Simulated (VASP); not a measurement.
Runs of VASP 6.6.1 on GaB4. All rows change the cell; the cell of one of them follows. Symmetry: P-43m, No. 215, cubic system. The conventional cell has a = 3.509 Å, b = 3.509 Å, c = 3.509 Å, α = 90.00°, β = 90.00°, γ = 90.00°. Around Ga (site symmetry -43m) lie 4 B at 2.05 Å. B (site symmetry 3m) has 3 B at 1.61 Å as nearest neighbours. The cell was built by a generator and needn't be a form met in nature.

| task | cell | k mesh | cutoff (eV) | gap on the mesh (eV) | pressure (GPa) | relaxed volume (Å³/atom) | largest force (eV/Å) |
| --- | --- | --- | --- | --- | --- | --- | --- |
| single point | random cell by space group and Wyckoff sites (P-43m, No. 215) | 6 × 6 × 6 | 520 | none | 36.4 | - | 2.54 |
| single point | random cell by space group and Wyckoff sites (P-43m, No. 215) | 10 × 10 × 10 | 520 | none | 0.0 | - | 0.02 |
| relaxation of cell and atoms | relaxed from: random cell by space group and Wyckoff sites (P-43m, No. 215) | 10 × 10 × 10 | 600 | none | 0.0 | (a) | - |
| relaxation of cell and atoms | relaxed from: random cell by space group and Wyckoff sites (P-43m, No. 215) | 6 × 6 × 6 | 600 | none | 0.0 | 10.38 | - |

Alike in all rows: level PBE; potentials or basis VASP PAW PBE potentials, release 64 (Ga_d, B); no spin polarisation; smearing gaussian 0.1 eV.

Estimate the missing entries.

(a) 10.36.

Caveats: a pressure of tens of GPa on the cell as given is suspect, and the run, the potentials or the cell itself is likely at fault (some runs); forces of over 1 eV/Å show positions far from the minimum, so gaps and moduli don't describe the material at rest (some runs); the volume moved by over 15 % at a fixed basis, so the end points are rough (some runs).

A k mesh can miss the band edges, and the runs leave out spin-orbit coupling on Ga.

A gap of «none» marks a metal or a gap under the smearing width.
